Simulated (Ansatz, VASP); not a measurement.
# CoCl2: VASP beside Ansatz, part 2 of 3

Wanted: the spread between two codes on one cell, functional and k mesh. The cell is taken from a series of runs on this material, whose earlier steps may have relaxed, scaled, displaced or heated it; both programs get it as it stands.

VASP 6.6.1 and Ansatz 0.2.0.

So far: Set-up; Ansatz: single point, PBEsol, DFT+U, pair 1.

### Step 3. VASP: single point, PBEsol, DFT+U, pair 1

Level of this step: PBEsol, DFT+U (Co d 2.1 eV), spin-polarised from an antiferromagnetic start; plane waves and PAW (Co, Cl) (VASP).

The same cell, functional, mesh and smearing now go to VASP, with its own data sets.

Lines of VASP's logs that name or quote its potential files are left out, and so is its time.

Contents of INCAR:

```
SYSTEM = CoCl2
PREC = Accurate
ENCUT = 520
EDIFF = 1E-06
NELM = 200
ISMEAR = -1
SIGMA = 0.02
LREAL = .FALSE.
ALGO = Normal
GGA = PS
NBANDS = 32
ISPIN = 2
MAGMOM = 2.56 -2.56 -0.15 0.15 0.15 -0.15
LDAU = .TRUE.
LDAUTYPE = 2
LDAUL = 2 -1
LDAUU = 2.1 0
LDAUJ = 0 0
LDAUPRINT = 1
LASPH = .TRUE.
LMAXMIX = 4
LORBIT = 11
LWAVE = .FALSE.
LCHARG = .FALSE.
ISIF = 2
GGA_COMPAT = .FALSE.
KPAR = 2
```

Contents of POSCAR:

```
CoCl2
1.0
    3.5400119547      0.0000000000      0.0000000000
   -1.7700059773      3.0657402824      0.0000000000
    0.0000000000      0.0000000000     11.9450125400
Co Cl
2 4
Direct
    0.0000000000      0.0000000000      0.0000000000
    0.0000000000      0.0000000000      0.5000000000
    0.6666666667      0.3333333333      0.3891275600
    0.6666666667      0.3333333333      0.8891275600
    0.3333333333      0.6666666667      0.1108724400
    0.3333333333      0.6666666667      0.6108724400
```

Contents of KPOINTS:

```
Automatic mesh
0
Gamma
10 10 3
0 0 0
```

Potentials, in the order of the species: Co and Cl (PBE family, release 64).

Run with:

```bash
$ mpirun -np 2 vasp_std
```

Numbers of over 12 decimals in the logs are rounded to 6 here.

The log of the run:

```text
[banner, memory and clock lines left out]
running    2 mpi-ranks, on    1 nodes
 distrk:  each k-point on    1 cores,    2 groups
 distr:  one band on    1 cores,    1 groups

 POSCAR found type information on POSCAR CoCl
 POSCAR found :  2 types and       6 ions
|                                                                             |
|               ----> ADVICE to this user running VASP <----                  |
|                                                                             |
|     You enforced a specific xc type in the INCAR file but a different       |
|     [... a line on the potential file left out ...]
|     I HOPE YOU KNOW WHAT YOU ARE DOING!                                     |
|                                                                             |

 LDA part: xc-table for (Slater+PW92), standard interpolation
 POSCAR, INCAR and KPOINTS ok, starting setup
 FFT: planning ... GRIDC
 FFT: planning ... GRID_SOFT
 FFT: planning ... GRID
 WAVECAR not read
 entering main loop
       N       E                     dE             d eps       ncg     rms          rms(c)
DAV:   1     0.410145460621E+03    0.41015E+03   -0.19659E+04  4608   0.138E+03
DAV:   2     0.299028816791E+02   -0.38024E+03   -0.35373E+03  4984   0.325E+02
DAV:   3    -0.237662861559E+02   -0.53669E+02   -0.52098E+02  5864   0.136E+02
DAV:   4    -0.257857975967E+02   -0.20195E+01   -0.20124E+01  5672   0.301E+01
DAV:   5    -0.258684105222E+02   -0.82613E-01   -0.82591E-01  7008   0.587E+00    0.186E+01
DAV:   6    -0.245298333063E+02    0.13386E+01   -0.32012E+01  6632   0.768E+01    0.222E+01
DAV:   7    -0.241766075185E+02    0.35323E+00   -0.13429E+01  5760   0.520E+01    0.104E+01
DAV:   8    -0.246764902148E+02   -0.49988E+00   -0.24939E+00  6872   0.172E+01    0.550E+00
DAV:   9    -0.250030854696E+02   -0.32660E+00   -0.41285E-01  6520   0.119E+01    0.249E+00
DAV:  10    -0.250554483578E+02   -0.52363E-01   -0.12723E-01  6912   0.472E+00    0.143E+00
DAV:  11    -0.250582084860E+02   -0.27601E-02   -0.30720E-02  6408   0.408E+00    0.657E-01
DAV:  12    -0.250564047717E+02    0.18037E-02   -0.21170E-02  7200   0.155E+00    0.341E-01
DAV:  13    -0.250568306104E+02   -0.42584E-03   -0.20630E-03  6808   0.513E-01    0.182E-01
DAV:  14    -0.250568830947E+02   -0.52484E-04   -0.40063E-04  6480   0.248E-01    0.936E-02
DAV:  15    -0.250569279796E+02   -0.44885E-04   -0.18522E-04  5720   0.106E-01    0.293E-02
DAV:  16    -0.250569353503E+02   -0.73707E-05   -0.13244E-05  6000   0.336E-02    0.141E-02
DAV:  17    -0.250569366668E+02   -0.13165E-05   -0.35564E-06  5512   0.384E-02    0.650E-03
DAV:  18    -0.250569371078E+02   -0.44103E-06   -0.21266E-06  4848   0.234E-02
   1 F= -.25056937E+02 E0= -.25056937E+02  d E =-.371554E-11  mag=     0.0000
```

OUTCAR, selected parts (step 3):

```text
ion  position               nearest neighbor table
   1  0.000  0.000  0.000-   4 2.44   5 2.44   5 2.44   4 2.44   4 2.44   5 2.44
   2  0.000  0.000  0.500-   3 2.44   6 2.44   6 2.44   3 2.44   3 2.44   6 2.44
   3  0.667  0.333  0.389-   2 2.44   2 2.44   2 2.44
   4  0.667  0.333  0.889-   1 2.44   1 2.44   1 2.44
   5  0.333  0.667  0.111-   1 2.44   1 2.44   1 2.44
   6  0.333  0.667  0.611-   2 2.44   2 2.44   2 2.44

  LATTYP: Found a hexagonal cell.
 ALAT       =     3.5400119547
 C/A-ratio  =     3.3742859326

 Subroutine GETGRP returns: Found 12 space group operations
 (whereof 12 operations were pure point group operations)

The static configuration has the point symmetry D_3d.

 Found     36 irreducible k-points:

   k-points           NKPTS =     36   k-points in BZ     NKDIM =     36   number of bands    NBANDS=     32

   dimension x,y,z NGX =    28 NGY =   28 NGZ =   90
   dimension x,y,z NGXF=    56 NGYF=   56 NGZF=  180

   ENCUT  =  520.0 eV  38.22 Ry    6.18 a.u.   6.58  6.58 22.21*2*pi/ulx,y,z

   NELECT =      46.0000    total number of electrons

 k-points in reciprocal lattice and weights: Automatic mesh
   0.00000000  0.00000000  0.00000000       0.003
   0.10000000  0.00000000  0.00000000       0.020
   0.20000000  0.00000000  0.00000000       0.020
   0.30000000  0.00000000  0.00000000       0.020
   0.40000000 -0.00000000  0.00000000       0.020
   0.50000000  0.00000000  0.00000000       0.010
   0.10000000  0.10000000  0.00000000       0.020
   0.20000000  0.10000000  0.00000000       0.040
   0.30000000  0.10000000  0.00000000       0.040
[...]
0.40000000  0.20000000  0.33333333       0.040
   0.30000000  0.30000000  0.33333333       0.040

atom =   1  type =  1  l = 2

 onsite density matrix

spin component  1

  0.9660  0.0000 -0.0000 -0.0186 -0.0000
  0.0000  0.9764  0.0000  0.0000 -0.0186
 -0.0000  0.0000  0.9586  0.0000 -0.0000
 -0.0186  0.0000  0.0000  0.9764 -0.0000
 -0.0000 -0.0186 -0.0000 -0.0000  0.9660

spin component  2

  0.5158 -0.0000 -0.0000  0.3769  0.0000
 -0.0000  0.6004 -0.0000  0.0000  0.3769
 -0.0000 -0.0000  0.0374 -0.0000 -0.0000
  0.3769  0.0000 -0.0000  0.6004  0.0000
  0.0000  0.3769 -0.0000  0.0000  0.5158

 occupancies and eigenvectors

  o =  0.0374  v =  0.0000  0.0000  0.0000  0.0000  0.0000 -0.0000  0.0000 -1.0000  0.0000 -0.0000      0.0000  0.0000  0.0000  0.0000  0.0000  0.0000  0.0000  0.0000  0.0000  0.0000
  o =  0.1788  v =  0.0000  0.0000  0.0000  0.0000  0.0000 -0.2255 -0.6353 -0.0000  0.2016  0.7106      0.0000  0.0000  0.0000  0.0000  0.0000  0.0000  0.0000  0.0000  0.0000  0.0000
  o =  0.1788  v =  0.0000  0.0000  0.0000  0.0000  0.0000 -0.7106  0.2016  0.0000  0.6353 -0.2255      0.0000  0.0000  0.0000  0.0000  0.0000  0.0000  0.0000  0.0000  0.0000  0.0000
  o =  0.9374  v =  0.0000  0.0000  0.0000  0.0000  0.0000  0.2017 -0.7105  0.0000  0.2256 -0.6353      0.0000  0.0000  0.0000  0.0000  0.0000  0.0000  0.0000  0.0000  0.0000  0.0000
  o =  0.9374  v =  0.0000  0.0000  0.0000  0.0000  0.0000 -0.6353 -0.2256  0.0000 -0.7105 -0.2017      0.0000  0.0000  0.0000  0.0000  0.0000  0.0000  0.0000  0.0000  0.0000  0.0000
  o =  0.9520  v = -0.2411  0.5757  0.0000 -0.1828  0.7596  0.0000  0.0000  0.0000  0.0000  0.0000      0.0000  0.0000  0.0000  0.0000  0.0000  0.0000  0.0000  0.0000  0.0000  0.0000
  o =  0.9520  v =  0.7596  0.1828  0.0000  0.5757  0.2411  0.0000  0.0000  0.0000  0.0000  0.0000      0.0000  0.0000  0.0000  0.0000  0.0000  0.0000  0.0000  0.0000  0.0000  0.0000
  o =  0.9586  v =  0.0000  0.0000 -1.0000  0.0000  0.0000  0.0000  0.0000  0.0000  0.0000  0.0000      0.0000  0.0000  0.0000  0.0000  0.0000  0.0000  0.0000  0.0000  0.0000  0.0000
[...]
o =  0.1788  v = -0.2255 -0.6353 -0.0000  0.2016  0.7106  0.0000  0.0000  0.0000  0.0000  0.0000      0.0000  0.0000  0.0000  0.0000  0.0000  0.0000  0.0000  0.0000  0.0000  0.0000
  o =  0.1788  v = -0.7106  0.2016  0.0000  0.6353 -0.2255  0.0000  0.0000  0.0000  0.0000  0.0000      0.0000  0.0000  0.0000  0.0000  0.0000  0.0000  0.0000  0.0000  0.0000  0.0000
  o =  0.9374  v =  0.2017 -0.7105  0.0000  0.2256 -0.6353  0.0000  0.0000  0.0000  0.0000  0.0000      0.0000  0.0000  0.0000  0.0000  0.0000  0.0000  0.0000  0.0000  0.0000  0.0000
  o =  0.9374  v = -0.6353 -0.2256  0.0000 -0.7105 -0.2017  0.0000  0.0000  0.0000  0.0000  0.0000      0.0000  0.0000  0.0000  0.0000  0.0000  0.0000  0.0000  0.0000  0.0000  0.0000
  o =  0.9520  v =  0.0000  0.0000  0.0000  0.0000  0.0000 -0.2411  0.5757  0.0000 -0.1828  0.7596      0.0000  0.0000  0.0000  0.0000  0.0000  0.0000  0.0000  0.0000  0.0000  0.0000
  o =  0.9520  v =  0.0000  0.0000  0.0000  0.0000  0.0000  0.7596  0.1828  0.0000  0.5757  0.2411      0.0000  0.0000  0.0000  0.0000  0.0000  0.0000  0.0000  0.0000  0.0000  0.0000
  o =  0.9586  v =  0.0000  0.0000  0.0000  0.0000  0.0000  0.0000  0.0000 -1.0000  0.0000  0.0000      0.0000  0.0000  0.0000  0.0000  0.0000  0.0000  0.0000  0.0000  0.0000  0.0000
  o =  0.9905  v =  0.0000  0.0000  0.0000  0.0000  0.0000  0.1828  0.7596  0.0000 -0.2412 -0.5757      0.0000  0.0000  0.0000  0.0000  0.0000  0.0000  0.0000  0.0000  0.0000  0.0000
  o =  0.9905  v =  0.0000  0.0000  0.0000  0.0000  0.0000 -0.5757  0.2412  0.0000  0.7596 -0.1828      0.0000  0.0000  0.0000  0.0000  0.0000  0.0000  0.0000  0.0000  0.0000  0.0000

 average (electrostatic) potential at core
       1 -85.9737       2 -85.9737       3 -92.7859       4 -92.7859       5 -92.7859
       6 -92.7859

 E-fermi :   2.3081

 spin component 1
 k-point     1 :       0.0000    0.0000    0.0000
  band No.  band energies     occupation
    ...
     19       0.9096      1.00000
     20       1.0525      1.00000
     21       1.0525      1.00000
     22       1.8539      1.00000
     23       1.8539      1.00000
     24       3.6685      0.00000
     25       4.7294      0.00000
     26       4.7294      0.00000
     27       6.6284      0.00000
     28       7.9239      0.00000
    ...

 k-point     2 :       0.1000    0.0000    0.0000
  band No.  band energies     occupation
    ...
     19       0.9234      1.00000
     20       1.2136      1.00000
     21       1.3064      1.00000
     22       1.5788      1.00000
     23       1.7996      1.00000
     24       3.7201      0.00000
     25       4.5795      0.00000
     26       4.6903      0.00000
     27       7.0487      0.00000
     28       8.2007      0.00000
    ...

 k-point     3 :       0.2000    0.0000    0.0000
  band No.  band energies     occupation
    ...
     19       0.6957      1.00000
     20       1.1691      1.00000
     21       1.3062      1.00000
     22       1.5451      1.00000
     23       1.7177      1.00000
     24       3.7724      0.00000
     25       4.4199      0.00000
     26       4.6112      0.00000
     27       7.9217      0.00000
     28       8.5711      0.00000
    ...

 k-point     4 :       0.3000    0.0000    0.0000
  band No.  band energies     occupation
    ...
     19       0.4240      1.00000
     20       1.1743      1.00000
     21       1.3399      1.00000
     22       1.6732      1.00000
     23       1.7168      1.00000
     24       3.7489      0.00000
     25       4.4836      0.00000
     26       4.5498      0.00000
     27       8.0229      0.00000
     28       8.5896      0.00000
    ...

 k-point     5 :       0.4000   -0.0000    0.0000
  band No.  band energies     occupation
    ...
     19       0.1316      1.00000
     20       1.2441      1.00000
     21       1.4270      1.00000
     22       1.7149      1.00000
     23       1.7665      1.00000
     24       3.6755      0.00000
     25       4.5214      0.00000
     26       4.6512      0.00000
     27       7.6241      0.00000
     28       8.1886      0.00000
    ...

 k-point     6 :       0.5000    0.0000    0.0000
  band No.  band energies     occupation
    ...
     19      -0.0769      1.00000
     20       1.2528      1.00000
     21       1.4826      1.00000
     22       1.7295      1.00000
     23       1.7842      1.00000
     24       3.6332      0.00000
     25       4.5144      0.00000
     26       4.7340      0.00000
     27       7.4664      0.00000
     28       8.0365      0.00000
    ...

  Total       -1.6067701     -1.6067701     -1.1647768     -0.0000000      0.0000000      0.0000000
  in kB      -19.8580971    -19.8580971    -14.3954951     -0.0000000      0.0000000      0.0000000
  external PRESSURE =     -18.0372298 kB  Pullay stress =       0.0000000 kB

  energy-cutoff  :      520.00
  volume of cell :      129.64
      direct lattice vectors                 reciprocal lattice vectors
     3.540011955  0.000000000  0.000000000     0.282484922  0.163092746  0.000000000
    -1.770005977  3.065740282  0.000000000     0.000000000  0.326185491  0.000000000
     0.000000000  0.000000000 11.945012540     0.000000000  0.000000000  0.083716949

 POSITION                                       TOTAL-FORCE (eV/Angst)
 -----------------------------------------------------------------------------------
      0.00000      0.00000      0.00000         0.000000     -0.000000      0.000000
      0.00000      0.00000      5.97251         0.000000     -0.000000      0.000000
      1.77001      1.02191      4.64813        -0.000000      0.000000      0.238851
      1.77001      1.02191     10.62064        -0.000000      0.000000      0.238851
     -0.00000      2.04383      1.32437         0.000000     -0.000000     -0.238851
     -0.00000      2.04383      7.29688         0.000000     -0.000000     -0.238851
 -----------------------------------------------------------------------------------
    total drift:                               -0.000000      0.000000      0.000000

  FREE ENERGIE OF THE ION-ELECTRON SYSTEM (eV)
  ---------------------------------------------------
  free  energy   TOTEN  =       -25.0569371078 eV

  energy  without entropy=      -25.0569371078  energy(sigma->0) =      -25.05693711

 total charge
# of ion       s       p       d       tot
------------------------------------------
    1        0.302   0.331   7.092   7.726
    2        0.302   0.331   7.092   7.726
    3        1.591   3.491   0.000   5.082
    4        1.591   3.491   0.000   5.082
    5        1.591   3.491   0.000   5.082
    6        1.591   3.491   0.000   5.082
--------------------------------------------------
tot          6.967  14.626  14.185  35.778

 magnetization (x)
# of ion       s       p       d       tot
------------------------------------------
    1        0.013   0.011   2.573   2.597
    2       -0.013  -0.011  -2.573  -2.597
    3       -0.008  -0.131   0.000  -0.139
    4        0.008   0.131   0.000   0.139
    5        0.008   0.131   0.000   0.139
    6       -0.008  -0.131   0.000  -0.139
--------------------------------------------------
tot          0.000   0.000   0.000   0.000

[... 1 further part left out ...]
```

The run ends at a pressure of -1.80 GPa, with forces up to 0.24 eV/Å.

### Step 4. Side by side

Known differences besides the potentials themselves: VASP starts from the moments at which Ansatz ended; U acts on the PAW sphere in VASP and on atomic orbitals in Ansatz, so only states and trends compare; the data sets hold 62 valence electrons in Ansatz (on its default PAW (the set named soft_2) files) and 46 in VASP; the cutoff is 420 eV in Ansatz and 520 eV in VASP; Ansatz makes its cores anew for this functional, VASP keeps those of its PBE data sets; site moments are counted in spheres of each program's own size. Total energies have different zeros and are not compared.

The two programs side by side:

```tsv
quantity	Ansatz	VASP	difference
gap on the k mesh (eV)	1.725	1.725	0.000
moment on Co1 (μB)	2.56	2.60	-0.04
moment on Co2 (μB)	-2.56	-2.60	+0.04
moment on Cl3 (μB)	-0.15	-0.14	-0.01
moment on Cl4 (μB)	0.15	0.14	+0.01
moment on Cl5 (μB)	0.15	0.14	+0.01
moment on Cl6 (μB)	-0.15	-0.14	-0.01
```

A gap on the mesh is an upper bound, since the band edges may lie between its points.

### Step 5. Ansatz: single point, PBEsol, DFT+U, pair 2

With cell and atoms fixed, the geometry can't cause a difference; cores, projectors, grids and the points listed under the comparison can.

The cell is taken from a series of runs on this material, whose earlier steps may have relaxed, scaled, displaced or heated it; both programs get it as it stands.

Contents of input.yaml:

```yaml
crystal:
  lattice:
    - [3.5400119547, 0.0, 0.0]
    - [-1.7700059773, 3.0657402824, 0.0]
    - [0.0, 0.0, 11.94501254]
  atoms:
    - { symbol: Co, position: [0.0, 0.0, 0.0], spin: 2.6 }
    - { symbol: Co, position: [0.0, 0.0, 0.5], spin: -2.6 }
    - { symbol: Cl, position: [0.66666667, 0.33333333, 0.38912756] }
    - { symbol: Cl, position: [0.66666667, 0.33333333, 0.88912756] }
    - { symbol: Cl, position: [0.33333333, 0.66666667, 0.11087244] }
    - { symbol: Cl, position: [0.33333333, 0.66666667, 0.61087244] }
magnetization:
  spin_polarized: true
kpoints:
  mp_grid: { grid: [10, 10, 3] }
  band_path:
    path:
      - [0.0, 0.0, 0.0]
      - [0.5, 0.0, 0.0]
      - [0.3333333333, 0.3333333333, 0.0]
      - [0.0, 0.0, 0.0]
      - [0.0, 0.0, 0.5]
      - [0.5, 0.0, 0.5]
      - [0.3333333333, 0.3333333333, 0.5]
    npoints: 11
hamiltonian:
  xc: pbesol
  hubbard:
    sites: [{ species: Co, l: d, u_eff: 1.4, starting_ns: occupation_matrices }]
scf:
  occupations: { method: fermi_dirac, width: 0.02 }
  lower_state_search: "off"
output:
  write_bands: true
  eigenstates:
    nscf_kmesh: { grid: [10, 10, 3] }
    top_band: c46
    exchange_couplings: { magnetic: [{ species: Co }] }
checkpoint:
  read: ground.run
  write: this.run
  compress: false
  write_wavefunctions: false
  write_every: 100000
```

Run with:

```bash
$ ansatz run input.yaml --threads 2 --pin off --max-ram 5120MiB --backend cpu --events-out ev --progress --plain --runs-dir out
```

The log of the run:

```text
Warning: checkpoint.read: the saved state's DFT+U term is not this run's: site 0 `u_ev`: saved 2.1, current 1.4. As far as this difference goes, the run starts from the state. It converges under its own deck, and can end on the saved state's solution where another lies lower in energy: compare its result with that of a run that reads no state
[...]
k-point 0 ↑: bands = [... 27 lower, 3.6312, 3.6312, 4.3443, 4.3443, 5.7884, 6.9312, 6.9312, 8.9347, ... 6 higher]
  k-point 1 ↑: bands = [... 27 lower, 3.6312, 3.6312, 4.3446, 4.3446, 5.7914, 6.9311, 6.9311, 9.1668, ... 6 higher]
  k-point 2 ↑: bands = [... 27 lower, 3.7580, 3.8347, 4.0724, 4.2843, 5.8386, 6.7782, 6.8903, 9.3548, ... 6 higher]
  k-point 35 ↓: bands = [... 27 lower, 3.7247, 3.8576, 4.2656, 4.2800, 5.6843, 6.5809, 6.7382, 10.6631, ... 6 higher]
Occupation matrices written to <dir>
[key lines of the parts left out:]
SCF converged after 11 iterations
Magnetization: 0.0000 μB (31.0000 up, 31.0000 down)
Free energy (F): -14431.554467 eV
Fermi energy:    5.013142 eV
```

(Continued in part 3 of 3.)

[Lines on the potential files, build, host, timing and source positions are cut from VASP's logs without a mark.]

[Logs are printed without paths, hosts, clocks, repeated set-up lines and the standing remarks that a program may print on its own settings, such as how far it seeks lower states.]

[Hosts, paths, dates, database ids (printed as entryN), source tags and the programs' standing remarks are cut or masked in the printed files.]
